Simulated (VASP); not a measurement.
**LaMnAs3: single point with PBE**

Crystal: LaMnAs3.

```
CELL_PARAMETERS angstrom
4.57390 0.00000 0.00000
0.00000 4.57390 0.00000
0.00000 0.00000 4.57390
ATOMIC_POSITIONS crystal
La 0.00000 0.00000 0.00000
As 0.50000 0.50000 0.00000
As 0.00000 0.50000 0.50000
As 0.50000 0.00000 0.50000
Mn 0.50000 0.50000 0.50000
```

The cell was built by a generator and needn't be a form met in nature.

```json
{"Program": "VASP 6.6.1", "Task": "single point", "Functional": "PBE", "Potentials or basis": "VASP PAW PBE potentials, release 64 (La, As, Mn_pv)", "Cutoff": "520 eV", "k mesh": "4 × 4 × 4", "Occupations": "fermi-dirac, width 0.1 eV", "Spin": "no spin polarisation"}
```

```yaml
Pressure: 10.5 GPa
Band_gap_on_the_k_mesh: none (metal or under the smearing width)
```

Levels at points of the mesh, in eV from the Fermi level:
```csv
k point,band 16,band 17,band 18,band 19,band 20,band 21,band 22,band 23
"(0.00, 0.00, 0.00)",-1.69,-0.81,-0.81,-0.81,-0.50,-0.50,1.64,1.64
"(0.50, 0.00, 0.00)",-3.06,-2.08,-1.57,0.05,0.31,0.31,0.77,0.77
"(0.50, 0.50, 0.00)",-2.73,-1.41,-1.41,-0.22,0.25,0.25,0.70,1.21
"(0.50, 0.50, 0.50)",-3.55,0.33,0.33,0.33,1.39,1.39,1.39,2.29
```

It took 35 s on 1 thread of Intel(R) Xeon(R) Platinum 8488C (Sapphire Rapids) (shared host), peak memory 0.21 GiB.

Spin-orbit coupling is left out, which matters for the levels of La. Spin polarisation is off, so any magnetic state and its effect on volume and gap are missing.
